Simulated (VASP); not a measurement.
Energy against volume of CdSe (zinc blende). Method: rev-vdW-DF2, VASP's PBE PAW potentials (set 64) (plane waves; VASP). Numerical set-up: 520 eV cut-off, 8×8×8 Γ-centred mesh, Gaussian smearing of 0.050 eV, potentials Cd Se.

| V (Å³/atom) | E (eV/atom) |
|---|---|
| 27.431 | -0.55707 |
| 28.306 | -0.57069 |
| 29.181 | -0.57494 |
| 30.057 | -0.57130 |

Fit these four points and predict the energy of the run at 30.932 Å³/atom.

A cubic in V^(−2/3), the third-order Birch-Murnaghan form, passes through the four points with V0 = 29.19 Å³/atom and B0 = 48 GPa, and gives -0.5610 eV/atom there. The run gave -0.5610 eV/atom, -0.0 meV/atom from the fit; all five points give B0 = 48 GPa.

The compound is CdSe in the zinc blende structure, whereas wurtzite is the usual form. It was relaxed first, which changed the volume by +5 %.
